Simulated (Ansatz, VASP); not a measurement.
# ZnMo in two plane-wave programs

Aim: how closely do two programs agree when they are given the same cell, functional and k mesh? The two relaxations start from unlike cells of this crystal (the structure described is Ansatz's start), so only their ends are compared.

Main program and level: Ansatz 0.2.0; plane waves, with VASP 6.6.1 beside it; relaxation of cell and atoms at PBE.

## (1) The structure

It takes space group Fm-3m (No. 225, cubic). The conventional cell has a = 4.653 Å, b = 4.653 Å, c = 4.653 Å, α = 90.00°, β = 90.00°, γ = 90.00°. Mo has 6 Zn at 2.33 Å nearest. Nearest to Zn lie 6 Mo at 2.33 Å. Farther neighbours are not listed.

As a file:

```cif
data_structure
_symmetry_space_group_name_H-M 'Fm-3m'
_symmetry_Int_Tables_number 225
_cell_length_a 4.6530
_cell_length_b 4.6530
_cell_length_c 4.6530
_cell_angle_alpha 90.000
_cell_angle_beta 90.000
_cell_angle_gamma 90.000
_cell_volume 100.74
loop_
_atom_site_label
_atom_site_type_symbol
_atom_site_symmetry_multiplicity
_atom_site_Wyckoff_symbol
_atom_site_fract_x
_atom_site_fract_y
_atom_site_fract_z
_atom_site_occupancy
Mo1 Mo 4 b 0.50000 0.00000 0.00000 1
Zn1 Zn 4 a 0.00000 0.00000 0.00000 1
```

## (2) VASP: relaxation of cell and atoms, PBE

The relaxed volume is the usual yardstick between codes: in a stiff, nearly cubic crystal its relative difference is about their pressure difference at one cell divided by the bulk modulus.

Lines of VASP's logs that name or quote its potential files are left out, and so is its time.

File INCAR:

```
SYSTEM = ZnMo
PREC = Accurate
ENCUT = 500
EDIFF = 1E-07
NELM = 120
ISMEAR = -1
SIGMA = 0.05
LREAL = .FALSE.
ALGO = Normal
GGA = PE
NBANDS = 19
LASPH = .TRUE.
LORBIT = 11
LWAVE = .FALSE.
LCHARG = .FALSE.
ISIF = 3
IBRION = 2
NSW = 80
EDIFFG = -0.005
GGA_COMPAT = .FALSE.
NELMIN = 4
```

File POSCAR:

```
ZnMo
1.0
    0.0000000000      2.5391287574      2.5391287574
    2.5391287574      0.0000000000      2.5391287574
    2.5391287574      2.5391287574      0.0000000000
Mo Zn
1 1
Direct
    0.5000000000      0.5000000000      0.5000000000
    0.0000000000      0.0000000000      0.0000000000
```

File KPOINTS:

```
Automatic mesh
0
Gamma
10 10 10
0 0 0
```

Potentials, in the order of the species: Mo_sv and Zn (PBE family, release 64).

Started as:

```bash
mpirun -np 1 vasp_std
```

Numbers of over 12 decimals in the logs are rounded to 6 here.

Log:

```text
[banner, memory and clock lines left out]
running    1 mpi-ranks, on    1 nodes
 distrk:  each k-point on    1 cores,    1 groups
 distr:  one band on    1 cores,    1 groups

 POSCAR found type information on POSCAR MoZn
 POSCAR found :  2 types and       2 ions
 LDA part: xc-table for (Slater+PW92), standard interpolation
 POSCAR, INCAR and KPOINTS ok, starting setup
 FFT: planning ... GRIDC
 FFT: planning ... GRID_SOFT
 FFT: planning ... GRID
 WAVECAR not read
 entering main loop
       N       E                     dE             d eps       ncg     rms          rms(c)
DAV:   1     0.219445209012E+03    0.21945E+03   -0.15149E+04  1842   0.182E+03
DAV:   2    -0.236264167857E+01   -0.22181E+03   -0.21684E+03  1863   0.416E+02
DAV:   3    -0.111358788321E+02   -0.87732E+01   -0.86469E+01  2012   0.901E+01
DAV:   4    -0.112175450657E+02   -0.81666E-01   -0.81540E-01  1932   0.849E+00
DAV:   5    -0.112181545369E+02   -0.60947E-03   -0.60946E-03  1903   0.788E-01    0.112E+01
DAV:   6    -0.103325718013E+02    0.88558E+00   -0.29329E+00  1909   0.169E+01    0.322E+00
DAV:   7    -0.103142066842E+02    0.18365E-01   -0.64864E-02  2089   0.304E+00    0.179E+00
DAV:   8    -0.103073414353E+02    0.68652E-02   -0.10073E-02  1864   0.116E+00    0.205E-01
DAV:   9    -0.103071772455E+02    0.16419E-03   -0.77393E-04  2128   0.543E-01    0.484E-02
DAV:  10    -0.103071977397E+02   -0.20494E-04   -0.84278E-05  1900   0.105E-01    0.267E-02
DAV:  11    -0.103071983567E+02   -0.61696E-06   -0.58861E-06  2400   0.320E-02    0.368E-03
DAV:  12    -0.103071984715E+02   -0.11477E-06   -0.54179E-07  1892   0.848E-03    0.807E-04
DAV:  13    -0.103071984250E+02    0.46514E-07   -0.78744E-08   983   0.438E-03
   1 F= -.10307198E+02 E0= -.10302315E+02  d E =-.103072E+02
 curvature:   0.00 expect dE= 0.000E+00 dE for cont linesearch  0.000E+00
 trial: gam= 0.00000 g(F)=  0.623E-59 g(S)=  0.737E-03 ort = 0.000E+00 (trialstep = 0.100E+01)
 search vector abs. value=  0.737E-03
 bond charge predicted
       N       E                     dE             d eps       ncg     rms          rms(c)
DAV:   1    -0.103292920175E+02   -0.22094E-01   -0.35673E-01  2069   0.815E+00    0.111E+00
DAV:   2    -0.103080961170E+02    0.21196E-01   -0.76452E-02  2096   0.374E+00    0.264E-01
DAV:   3    -0.103074459042E+02    0.65021E-03   -0.15988E-03  1861   0.332E-01    0.156E-01
DAV:   4    -0.103071577344E+02    0.28817E-03   -0.32259E-04  2320   0.226E-01    0.279E-02
DAV:   5    -0.103071386412E+02    0.19093E-04   -0.95173E-05  2158   0.132E-01    0.101E-02
DAV:   6    -0.103071386953E+02   -0.54109E-07   -0.73896E-06  2173   0.305E-02    0.640E-03
DAV:   7    -0.103071384046E+02    0.29071E-06   -0.96472E-07  1947   0.103E-02    0.138E-03
DAV:   8    -0.103071384522E+02   -0.47623E-07   -0.16847E-07   985   0.438E-03
   2 F= -.10307138E+02 E0= -.10302222E+02  d E =0.599727E-04
 trial-energy change:    0.000060  1 .order    0.000035   -0.000737    0.000808
 step:   0.4535(harm=  0.4771)  dis= 0.00000  next Energy=   -10.307363 (dE=-0.165E-03)
 bond charge predicted
       N       E                     dE             d eps       ncg     rms          rms(c)
DAV:   1    -0.103139801632E+02   -0.68418E-02   -0.10621E-01  2058   0.442E+00    0.619E-01
DAV:   2    -0.103076320503E+02    0.63481E-02   -0.22700E-02  2088   0.215E+00    0.146E-01
DAV:   3    -0.103074461446E+02    0.18591E-03   -0.58957E-04  1823   0.212E-01    0.875E-02
DAV:   4    -0.103073797222E+02    0.66422E-04   -0.68571E-05  2277   0.121E-01    0.335E-02
DAV:   5    -0.103073677862E+02    0.11936E-04   -0.29326E-05  1906   0.673E-02    0.416E-03
DAV:   6    -0.103073677528E+02    0.33430E-07   -0.22069E-06  1914   0.108E-02    0.365E-03
DAV:   7    -0.103073677326E+02    0.20231E-07   -0.48621E-07  1811   0.627E-03
   3 F= -.10307368E+02 E0= -.10302470E+02  d E =-.169308E-03
 curvature:  -0.24 expect dE=-0.204E-06 dE for cont linesearch -0.204E-06
 trial: gam=-0.03294 g(F)=  0.840E-59 g(S)=  0.858E-06 ort = 0.251E-04 (trialstep = 0.891E+00)
 search vector abs. value=  0.110E-08
 reached required accuracy - stopping structural energy minimisation
```

From OUTCAR (step 2):

```text
ion  position               nearest neighbor table
   1  0.500  0.500  0.500-   2 2.54   2 2.54   2 2.54   2 2.54   2 2.54   2 2.54
   2  0.000  0.000  0.000-   1 2.54   1 2.54   1 2.54   1 2.54   1 2.54   1 2.54

  LATTYP: Found a face centered cubic cell.
 ALAT       =     5.0782575148

 Subroutine GETGRP returns: Found 48 space group operations
 (whereof 48 operations were pure point group operations)

The static configuration has the point symmetry O_h .

 Found     47 irreducible k-points:

   k-points           NKPTS =     47   k-points in BZ     NKDIM =     47   number of bands    NBANDS=     19

   dimension x,y,z NGX =    28 NGY =   28 NGZ =   28
   dimension x,y,z NGXF=    56 NGYF=   56 NGZF=   56

   ENCUT  =  500.0 eV  36.75 Ry    6.06 a.u.   6.55  6.55  6.55*2*pi/ulx,y,z

   NELECT =      26.0000    total number of electrons

 k-points in reciprocal lattice and weights: Automatic mesh
   0.00000000  0.00000000  0.00000000       0.001
   0.10000000  0.00000000  0.00000000       0.008
   0.20000000  0.00000000  0.00000000       0.008
   0.30000000  0.00000000  0.00000000       0.008
   0.40000000  0.00000000  0.00000000       0.008
   0.50000000  0.00000000  0.00000000       0.004
   0.10000000  0.10000000  0.00000000       0.006
   0.20000000  0.10000000  0.00000000       0.024
   0.30000000  0.10000000  0.00000000       0.024
[...]
-0.30000000  0.40000000  0.20000000       0.024
  -0.30000000  0.50000000  0.20000000       0.012

 average (electrostatic) potential at core
       1 -75.1829       2 -32.6069

 E-fermi :   6.6061

 k-point     1 :       0.0000    0.0000    0.0000
  band No.  band energies     occupation
    ...
      9      -0.4550      2.00000
     10      -0.4550      2.00000
     11       6.2258      1.99901
     12       6.2258      1.99901
     13       6.2258      1.99901
     14       7.2733      0.00000
     15       7.2733      0.00000
     16      14.4126      0.00000
     17      14.4126      0.00000
     18      14.4126      0.00000
    ...

 k-point     2 :       0.1000    0.0000    0.0000
  band No.  band energies     occupation
    ...
      9      -0.4269      2.00000
     10      -0.4269      2.00000
     11       6.0451      1.99997
     12       6.2365      1.99877
     13       6.2365      1.99877
     14       7.0635      0.00021
     15       7.0635      0.00021
     16      13.7690      0.00000
     17      14.8323      0.00000
     18      14.8323      0.00000
    ...

 k-point     3 :       0.2000    0.0000    0.0000
  band No.  band energies     occupation
    ...
      9      -0.3517      2.00000
     10      -0.3517      2.00000
     11       5.5590      2.00000
     12       6.0136      1.99999
     13       6.0136      1.99999
     14       6.8657      0.01106
     15       6.8657      0.01105
     16      12.3802      0.00000
     17      15.8562      0.00000
     18      15.8563      0.00000
    ...

  Total        0.0034426      0.0034426      0.0034426     -0.0000000      0.0000000      0.0000000
  in kB        0.1679083      0.1679083      0.1679083     -0.0000000      0.0000000      0.0000000
  external PRESSURE =       0.1679083 kB  Pullay stress =       0.0000000 kB

  energy-cutoff  :      500.00
  volume of cell :       32.85
      direct lattice vectors                 reciprocal lattice vectors
     0.000000000  2.541932551  2.541932551    -0.196700735  0.196700735  0.196700735
     2.541932551  0.000000000  2.541932551     0.196700735 -0.196700735  0.196700735
     2.541932551  2.541932551 -0.000000000     0.196700735  0.196700735 -0.196700735

 POSITION                                       TOTAL-FORCE (eV/Angst)
 -----------------------------------------------------------------------------------
      2.54193      2.54193      2.54193         0.000000     -0.000000      0.000000
      0.00000      0.00000     -0.00000        -0.000000      0.000000     -0.000000
 -----------------------------------------------------------------------------------
    total drift:                                0.000000      0.000000      0.000000

  FREE ENERGIE OF THE ION-ELECTRON SYSTEM (eV)
  ---------------------------------------------------
  free  energy   TOTEN  =       -10.3073677326 eV

  energy  without entropy=      -10.2975714806  energy(sigma->0) =      -10.30246961

 reached required accuracy - stopping structural energy minimisation

 total charge
# of ion       s       p       d       tot
------------------------------------------
    1        2.256   6.115   3.864  12.235
    2        0.737   0.631   9.725  11.092
--------------------------------------------------
tot          2.993   6.745  13.589  23.328

[... 3 further parts left out ...]
```

## (3) Ansatz: relaxation of cell and atoms, PBE

Ansatz runs on its PAW soft_1 files.

Its own start cell and the same functional, mesh and smearing now go to Ansatz, which takes its cutoff from its data sets.

File input.yaml:

```yaml
crystal:
  lattice:
    - [0.0, 2.3265, 2.3265]
    - [2.3265, 0.0, 2.3265]
    - [2.3265, 2.3265, 0.0]
  atoms:
    - { symbol: Mo, position: [0.5, 0.5, 0.5] }
    - { symbol: Zn, position: [0.0, 0.0, 0.0] }
kpoints:
  mp_grid: { grid: [10, 10, 10] }
scf:
  occupations: { method: fermi_dirac, width: 0.05 }
hamiltonian:
  xc: pbe
  pseudopotentials: { kind: paw, azcp: { folder: soft_1 } }
relax:
  f_tol: 0.015
  max_steps: 70
  cell: {}
output:
  forces: true
  stress: true
```

Started as:

```bash
ansatz run input.yaml --threads 4 --pin off --max-ram 8192MiB --backend cpu --events-out ev --progress --plain --runs-dir out
```

Log:

```text
Engine: ansatz 0.2.0, x86_64-unknown-linux-gnu
Pseudopotentials: kind: paw
Pseudopotential: Mo, paw, valence charge 14, recommended cutoff 420 eV (normal), soft_1/Mo.paw.azcp
Pseudopotential: Zn, paw, valence charge 12, recommended cutoff 420 eV (normal), soft_1/Zn.paw.azcp
Functional definition: PBE
  parameter kappa = 0.804
  parameter beta = 0.066725
  exchange = pbe_x(kappa = kappa, mu = beta*pi^2/3)
  correlation = pbe_c(beta = beta)
Crystal: 2 atoms, lattice volume = 25.185 Å³
Basis set: ecut = 420 eV, 531 PW (Γ), exchange–correlation on 48×48×48 points (8 copies of the dense FFT grid, shifted against one another)
Bands: 17, of which v1, the nominal top of the filled ones, is band 13 counted from 1 (12 counted from 0)
Symmetry: 48 space group operations
Space group: Fm-3m (ITA 225), of the structure as read, at distance tolerance 2.9e-5 Å
k-points: 47 of 1000
Non-local potential: Mo, projectors of the file, l = 0: 3, l = 1: 2, l = 2: 2, l = 3: 1
Non-local potential: Zn, projectors of the file, l = 0: 2, l = 1: 2, l = 2: 3, l = 3: 1
PAW form: soft (Blöchl's): semilocal exchange-correlation on the pseudo side does not see the compensation charge
PAW one-centre angular grid: Mo, 590 points (default); XC on 64 Gauss nodes
PAW one-centre angular grid: Zn, 590 points (default); XC on 64 Gauss nodes
Initial density: superposition of atomic densities (chi_scale 0.1, normalization cell, long waves kept (reshape's long-wave potential 0.00 eV rms))
Initial wavefunctions: pseudopotential atomic-orbital guess
Functional: x = pbe(κ = 0.804, μ = 0.219515), c = pbe(β = 0.066725)
SCF iter   1: F=—  HF=-8273.101862 eV  |F-HF|=—  |Δ(HF+E_count)|=         —  Δρ=1.03e-1  dr2=3.33e0  ethr=3.10e-3  ⟨swp⟩=5.4  Hψ=4250  notcnv=0
preconditioner: auto → Kerker (q_TF=auto, 2.743 Å⁻¹)  [metal: Δε(μ)=0.041 eV  Ē_g=17.472 eV  σ=0.050 eV  W_gap=0.20  n_scr=14 (ndim 8)  ℏωp=36.2 eV  f_vac=0.000  D(μ)=0.96/eV (n_scr^D=8)]
SCF iter   2: F=—  HF=-8272.241343 eV  |F-HF|=—  |Δ(HF+E_count)|=   8.61e-1  Δρ=4.80e-2  dr2=6.70e-1  ethr=3.10e-3  ⟨swp⟩=2.6  Hψ=1836  notcnv=0  defer=1
SCF iter   3: F=—  HF=-8272.065432 eV  |F-HF|=—  |Δ(HF+E_count)|=   1.76e-1  Δρ=9.48e-3  dr2=9.71e-3  ethr=2.58e-3  ⟨swp⟩=3.0  Hψ=1620  notcnv=0  defer=1
SCF iter   4: F=—  HF=-8272.074575 eV  |F-HF|=—  |Δ(HF+E_count)|=   9.14e-3  Δρ=1.17e-2  dr2=1.85e-2  ethr=3.73e-5  ⟨swp⟩=2.0  Hψ=1816  notcnv=0  defer=1
SCF iter   5: F=—  HF=-8272.066687 eV  |F-HF|=—  |Δ(HF+E_count)|=   7.89e-3  Δρ=1.45e-3  dr2=4.25e-4  ethr=3.73e-5  ⟨swp⟩=2.0  Hψ=1426  notcnv=0  defer=1
SCF iter   6: F=—  HF=-8272.066721 eV  |F-HF|=—  |Δ(HF+E_count)|=   3.43e-5  Δρ=6.65e-4  dr2=4.66e-5  ethr=1.64e-6  ⟨swp⟩=2.1  Hψ=1431  notcnv=0  defer=1
SCF iter   7: F=—  HF=-8272.066725 eV  |F-HF|=—  |Δ(HF+E_count)|=   3.94e-6  Δρ=1.36e-4  dr2=5.70e-6  ethr=1.79e-7  ⟨swp⟩=2.0  Hψ=1047  notcnv=0  defer=1
SCF iter   8: F=—  HF=-8272.066724 eV  |F-HF|=—  |Δ(HF+E_count)|=   9.14e-7  Δρ=5.15e-5  dr2=4.08e-7  ethr=2.19e-8  ⟨swp⟩=2.4  Hψ=1307  notcnv=0  defer=1
SCF iter   9: F=-8272.066724 eV  HF=-8272.066724 eV  |F-HF|=4.41e-9  |Δ(HF+E_count)|=   7.16e-9  Δρ=6.46e-6  dr2=8.40e-9  ethr=3.85e-10  ⟨swp⟩=5.0  Hψ=2851  notcnv=0
SCF 1 converged in 9 iterations: F = -8272.066724 eV  dr2 = 8.40e-9
  greatest PAW one-centre occupation: 0.999 electrons in one spin orbital (limit 2), on the Mo atom at site 0 (counted from 0), in its partial waves of l = 0
relax step   1: F+E_penalty+E_count = -8272.06672422 eV  Δ(F+E_penalty+E_count) = +0.000e0 eV  max|allowed force component| = 1.719e-29 eV/Å  Δτ_max = 0.0000 Å  P = +69.890 GPa  Ω = 25.185 Å³  (9 SCF iters, dr2 threshold 1.00e-7 eV, accepted)
[...]
relax step   5: F+E_penalty+E_count = -8273.35401380 eV  Δ(F+E_penalty+E_count) = -7.432e-4 eV  max|allowed force component| = 1.614e-29 eV/Å  Δτ_max = 0.0000 Å  P = +0.003 GPa  Ω = 32.687 Å³  energy of the carried Pulay correction = -4.252e-3 eV  (5 SCF iters, dr2 threshold 2.00e-7 eV, accepted)
[...]
relax step   6: F+E_penalty+E_count = -8273.35959041 eV  Δ(F+E_penalty+E_count) = -5.577e-3 eV  max|allowed force component| = 1.800e-29 eV/Å  Δτ_max = 0.0000 Å  P = +0.272 GPa  Ω = 32.687 Å³  stress off target by 2.72e-1 GPa  SCF on the basis re-selected at this cell (its energy is not comparable with the rows above)  (8 SCF iters)
[...]
relax step   7: F+E_penalty+E_count = -8273.35961552 eV  Δ(F+E_penalty+E_count) = -2.511e-5 eV  max|allowed force component| = 1.367e-29 eV/Å  Δτ_max = 0.0000 Å  P = +0.008 GPa  Ω = 32.746 Å³  energy of the carried Pulay correction = -2.649e-5 eV  (4 SCF iters, dr2 threshold 1.85e-7 eV, accepted)
[...]
relax step   8: F+E_penalty+E_count = -8273.35963073 eV  Δ(F+E_penalty+E_count) = -1.521e-5 eV  max|allowed force component| = 1.709e-29 eV/Å  Δτ_max = 0.0000 Å  P = +0.008 GPa  Ω = 32.746 Å³  stress off target by 8.28e-3 GPa  SCF on the basis re-selected at this cell (its energy is not comparable with the rows above)  (7 SCF iters)
basis re-selected at this cell: Δ(F+E_penalty+E_count) = -1.521e-5 eV, ΔP = +0.000 GPa vs the last step (what re-selecting the basis moved, of the pressure what is left beyond the Pulay correction that the steps carried, after the strain that the cell walked since its last selection, with what the two solves' SCF thresholds leave and, on support functions, any second-order correction that the steps lacked; it is no measure of the basis error at this ecutwfc). The dense FFT grid was sized anew with the basis: this SCF ran on 25×25×25 points, the steps before it on 24×24×24, so part of this shift can come from that change (see relax.cell in the input reference). [rest of the remark cut]
SCF converged after 7 iterations
Free energy (F): -8273.359631 eV
Harris-Foulkes:  -8273.359631 eV  (|F-HF|=1.82e-12)
Internal energy: -8273.349757 eV  (E = F + TS)
E sigma→0 (E₀):  -8273.354694 eV
Entropy (-TS):   -0.009874 eV (-4.937 meV/atom)
Fermi energy:    14.357550 eV
--- Per-component energies (eV) ---
  E_band       = -47.857057
  E_kinetic    = 568.497136
  E_local      = -2697.567060  (includes V_loc(G=0)·N_el)
  E_nonlocal   = 964.819301
  E_hartree    = 980.413634
  E_xc         = -253.808262
  E_vxc        = -269.589477  (∫ρ·V_xc dr)
  E_paw        = -5106.633837  (= ΣΔE_a)
  E_vpaw       = -574.843973  (= ΣTr[D̂ρ^β])
  E_aug_tail   = -0.000229  (compensation charges beyond the density's cutoff)
  E_ewald      = -2729.070440
  E_smearing   = -0.009874  (= −TS)
  E_closure    = 0.000000  (closes the sum)
  Σ components = -8273.359631   (vs F -8273.359631, Δ=0.00e0)
--- Forces (eV/Å), atoms counted from 1 ---
  atom   1  Mo     0.00000000    -0.00000000     0.00000000
  atom   2  Zn    -0.00000000     0.00000000     0.00000000
  max |Σ_I F_I| component: 3.31e-29 eV/Å
--- Stress (GPa, compression-positive) ---
        0.008281      -0.000000       0.000000
       -0.000000       0.008281      -0.000000
        0.000000      -0.000000       0.008281
  P = ⅓ Tr σ = 0.0083 GPa (0.083 kbar)
--- Relaxed structure (6 steps of the walk, 6 accepted, 2 SCFs on fresh bases) ---
  F+E_penalty+E_count = -8273.35963073 eV   max|allowed force component| = 1.709e-29 eV/Å   (the final SCF, on the basis selected at the relaxed cell)
  cell:  # Å, volume = 32.7458 Å³
    - [0, 2.539268, 2.539268]
    - [2.539268, 0, 2.539268]
    - [2.539268, 2.539268, 0]
  atoms:
    - { symbol: Mo, position: [0.5, 0.5, 0.5] }
    - { symbol: Zn, position: [0, 0, 0] }
```

Reading the cycles: dr2 is the Hartree energy of the density residual (eV), the measure of convergence; HF is the Harris–Foulkes estimate of the energy, which meets the free energy F at convergence.

## (4) Side by side

Known differences besides the potentials themselves: the cutoff is 420 eV in Ansatz and 500 eV in VASP; Ansatz adds a Pulay correction to the stress that steers its cell, VASP none. Total energies have different zeros and are not compared.

Compared:

| quantity | Ansatz | VASP | difference |
| --- | --- | --- | --- |
| volume (Å³) | 32.75 | 32.85 | -0.31 % |
| edge a after relaxation, in the typed setting (Å) | 3.591 | 3.595 | -0.10 % |

## (5) Outcome

```json
{"difference in volume (relaxation of cell and atoms, PBE)": "-0.31 %"}
```

In words: The difference in volume is -0.31 % (relaxation of cell and atoms, PBE), within the 1.2 % picked in this series as the mark of a large difference, as far as the stopping tolerances let one tell. Such differences can come from data sets, numerical settings and the points named under the comparisons, not from the functional's error against experiment.

[Lines on the potential files, build, host, timing and source positions are cut from VASP's logs without a mark.]

[Logs are printed without paths, hosts, clocks, repeated set-up lines and the standing remarks that a program may print on its own settings, such as how far it seeks lower states.]

[Hosts, paths, dates, database ids (printed as entryN), source tags and the programs' standing remarks are cut or masked in the printed files.]
